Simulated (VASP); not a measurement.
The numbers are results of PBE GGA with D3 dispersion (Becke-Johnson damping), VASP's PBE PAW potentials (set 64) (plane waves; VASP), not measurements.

VASP input:

POSCAR:
```
CeO2
2.7161860
  0.0000000000   0.9999998551   0.9999998551
  0.9999998551   0.0000000000   0.9999998551
  0.9999998551   0.9999998551   0.0000000000
Ce O
1 2
Cartesian
  0.0000000000   0.0000000000   0.0000000000
  0.4999999276   0.4999999276   0.4999999276
  1.4999997827   1.4999997827   1.4999997827
```

**INCAR**
```
# general
SYSTEM  = CeO2
PREC    = Accurate
ENCUT   = 520
LREAL   = .False.
LASPH   = .True.

# electronic loop
EDIFF   = 1E-7
NELM    = 100
ALGO    = Normal
LMAXMIX = 6

# smearing
ISMEAR  = -5

# functional
GGA     = PE
IVDW    = 12

# ions
ISIF    = 2

# output
LWAVE   = .False.
LCHARG  = .True.
LORBIT  = 11
NEDOS   = 601

# other
LEFG    = .True.
```

File KPOINTS:
```
Automatic mesh
0
Gamma
8 8 8
0 0 0
```

POTCAR, in this order: Ce O (PBE.64 set). Program: vasp_std.

The resulting files:

File OUTCAR:
```
 ion  position               nearest neighbor table
   1  0.000  0.000  0.000-   3 2.35   3 2.35   3 2.35   2 2.35   3 2.35   2 2.35   2 2.35   2 2.35
  LATTYP: Found a face centered cubic cell.
 ALAT       =     5.4323712130
 Subroutine PRICEL returns:
 Original cell was already a primitive cell.
 Subroutine GETGRP returns: Found 48 space group operations
The static configuration has the point symmetry O_h .
The dynamic configuration has the point symmetry O_h .
 Subroutine INISYM returns: Found 48 space group operations
 Subroutine IBZKPT returns following result:
 Found     29 irreducible k-points:

 Following reciprocal coordinates:
            Coordinates               Weight
  0.000000  0.000000  0.000000      1.000000
  0.125000  0.000000  0.000000      8.000000
  0.250000  0.000000  0.000000      8.000000
  0.375000  0.000000  0.000000      8.000000
  0.500000  0.000000  0.000000      4.000000
  0.125000  0.125000  0.000000      6.000000
  0.250000  0.125000  0.000000     24.000000
  0.375000  0.125000  0.000000     24.000000
  0.500000  0.125000  0.000000     24.000000
 -0.375000  0.125000  0.000000     24.000000
 -0.250000  0.125000  0.000000     24.000000
 -0.125000  0.125000  0.000000     12.000000
  0.250000  0.250000  0.000000      6.000000
  0.375000  0.250000  0.000000     24.000000
  0.500000  0.250000  0.000000     24.000000
 -0.375000  0.250000  0.000000     24.000000
 -0.250000  0.250000  0.000000     12.000000
  0.375000  0.375000  0.000000      6.000000
  0.500000  0.375000  0.000000     24.000000
 -0.375000  0.375000  0.000000     12.000000
  0.500000  0.500000  0.000000      3.000000
  0.375000  0.250000  0.125000     24.000000
  0.500000  0.250000  0.125000     48.000000
 -0.375000  0.250000  0.125000     24.000000
  0.500000  0.375000  0.125000     24.000000
...
```

**OSZICAR**
```
       N       E                     dE             d eps       ncg     rms          rms(c)
DAV:   1     0.223061842205E+03    0.22306E+03   -0.11638E+04   944   0.200E+03
DAV:   2     0.877722001172E+01   -0.21428E+03   -0.20512E+03  1360   0.307E+02
DAV:   3    -0.298733981583E+02   -0.38651E+02   -0.36976E+02  1216   0.146E+02
DAV:   4    -0.317201377338E+02   -0.18467E+01   -0.18465E+01  1408   0.347E+01
DAV:   5    -0.318069043388E+02   -0.86767E-01   -0.86761E-01  1528   0.708E+00    0.304E+01
DAV:   6    -0.295579060765E+02    0.22490E+01   -0.93721E+01  1376   0.596E+01    0.261E+01
DAV:   7    -0.282637837774E+02    0.12941E+01   -0.18977E+02  1408   0.131E+02    0.214E+01
DAV:   8    -0.275440415557E+02    0.71974E+00   -0.35380E+00  1120   0.206E+01    0.142E+01
DAV:   9    -0.262792998481E+02    0.12647E+01   -0.69956E+00  1392   0.220E+01    0.176E+00
DAV:  10    -0.262573892417E+02    0.21911E-01   -0.24149E-01  1640   0.415E+00    0.125E+00
DAV:  11    -0.262413082352E+02    0.16081E-01   -0.41278E-02  1344   0.195E+00    0.123E+00
DAV:  12    -0.262236312778E+02    0.17677E-01   -0.94155E-02  1088   0.214E+00    0.773E-01
DAV:  13    -0.262259304273E+02   -0.22991E-02   -0.11523E-01  1640   0.333E+00    0.987E-01
DAV:  14    -0.262219964684E+02    0.39340E-02   -0.28105E-02  1248   0.163E+00    0.214E-01
DAV:  15    -0.262222339352E+02   -0.23747E-03   -0.96817E-04  1240   0.298E-01    0.204E-01
DAV:  16    -0.262220379564E+02    0.19598E-03   -0.10367E-03  1200   0.311E-01    0.990E-02
DAV:  17    -0.262220186131E+02    0.19343E-04   -0.18714E-04  1504   0.969E-02    0.419E-02
DAV:  18    -0.262220114839E+02    0.71292E-05   -0.44338E-05  1520   0.614E-02    0.103E-02
DAV:  19    -0.262220105988E+02    0.88514E-06   -0.18853E-06  1224   0.124E-02    0.362E-03
DAV:  20    -0.262220104522E+02    0.14663E-06   -0.10939E-06  1480   0.871E-03    0.157E-03
DAV:  21    -0.262220104140E+02    0.38187E-07   -0.29982E-08   632   0.167E-03
   1 F= -.26962289E+02 E0= -.26962289E+02  d E =0.000000E+00
```

OUTCAR:
```
------------------------ aborting loop because EDIFF is reached ----------------------------------------
 Edisp (eV)   -0.74028
  FORCE on cell =-STRESS in cart. coord.  units (eV):
  Direction    XX          YY          ZZ          XY          YZ          ZX
  --------------------------------------------------------------------------------------
  Total      -0.00274    -0.00274    -0.00274     0.00000    -0.00000     0.00000
  in kB      -0.10940    -0.10940    -0.10940     0.00000    -0.00000     0.00000
  external pressure =       -0.11 kB  Pullay stress =        0.00 kB
  volume of cell :       40.08
      direct lattice vectors                 reciprocal lattice vectors
     0.000000000  2.716185606  2.716185606    -0.184081676  0.184081676  0.184081676
     2.716185606  0.000000000  2.716185606     0.184081676 -0.184081676  0.184081676
     2.716185606  2.716185606  0.000000000     0.184081676  0.184081676 -0.184081676
 POSITION                                       TOTAL-FORCE (eV/Angst)
 -----------------------------------------------------------------------------------
      0.00000      0.00000      0.00000        -0.000000      0.000000      0.000000
      1.35809      1.35809      1.35809        -0.000000     -0.000000     -0.000000
      4.07428      4.07428      4.07428         0.000000      0.000000      0.000000
 -----------------------------------------------------------------------------------
    total drift:                                0.000000     -0.000000      0.000000
  FREE ENERGIE OF THE ION-ELECTRON SYSTEM (eV)
  ---------------------------------------------------
  free  energy   TOTEN  =       -26.9622890736 eV

  energy  without entropy=      -26.9622890736  energy(sigma->0) =      -26.96228907

 total charge

# of ion       s       p       d       f       tot
--------------------------------------------------
    1        2.021   5.808   0.880   0.958   9.666
    2        1.577   3.438   0.000   0.000   5.014
    3        1.577   3.438   0.000   0.000   5.014
--------------------------------------------------
tot          5.174  12.683   0.880   0.958  19.695

 Electric field gradients after diagonalization (V/A^2)
 (convention: |V_zz| > |V_xx| > |V_yy|)
----------------------------------------------------------------------
 ion       V_xx      V_yy      V_zz     asymmetry (V_yy - V_xx)/ V_zz
----------------------------------------------------------------------
   1      -0.000    -0.000     0.000       0.000
   2       0.002     0.002    -0.004       0.000
   3       0.002     0.002    -0.004       0.000
```
(Selected blocks of OUTCAR.)

OUTCAR:
```
 val. band max:        5.2228039469   @ k =  -0.2500   0.2500   0.0000

 cond. band min:       7.1397902599   @ k =   0.5000   0.0000   0.0000


 Fermi energy:         5.2242136627

 k-point     1 :       0.0000    0.0000    0.0000
  band No.  band energies     occupation
      1     -27.2184      2.00000
      2     -11.0848      2.00000
      3     -10.1373      2.00000
      4      -9.3775      2.00000
      5      -9.3775      2.00000
      6      -9.3775      2.00000
      7       1.4154      2.00000
      8       1.4154      2.00000
      9       1.4154      2.00000
     10       4.6224      2.00000
     11       4.6224      2.00000
     12       4.6224      2.00000
     13       7.4580      0.00000
     14       7.4580      0.00000
     15       7.4580      0.00000
     16       7.6997      0.00000

 k-point     2 :       0.1250    0.0000    0.0000
  band No.  band energies     occupation
      1     -27.1899      2.00000
      2     -11.6007      2.00000
      3     -10.2584      2.00000
      4      -9.4134      2.00000
      5      -9.4134      2.00000
      6      -8.8367      2.00000
      7       1.5575      2.00000
      8       1.5575      2.00000
      9       1.8015      2.00000
     10       4.4838      2.00000
     11       4.5667      2.00000
     12       4.5667      2.00000
     13       7.4436      0.00000
     14       7.4436      0.00000
     15       7.4593      0.00000
     16       7.7197      0.00000

 k-point     3 :       0.2500    0.0000    0.0000
  band No.  band energies     occupation
      1     -27.1200      2.00000
      2     -12.3832      2.00000
      3     -10.5596      2.00000
      4      -9.4975      2.00000
      5      -9.4975      2.00000
      6      -7.9458      2.00000
      7       1.8880      2.00000
      8       1.8880      2.00000
      9       2.7102      2.00000
     10       4.2343      2.00000
     11       4.4617      2.00000
     12       4.4617      2.00000
     13       7.3942      0.00000
...
```

The compound is CeO2 in the fluorite structure. It was relaxed first. The run is not spin-polarised, so no magnetic state was tried.
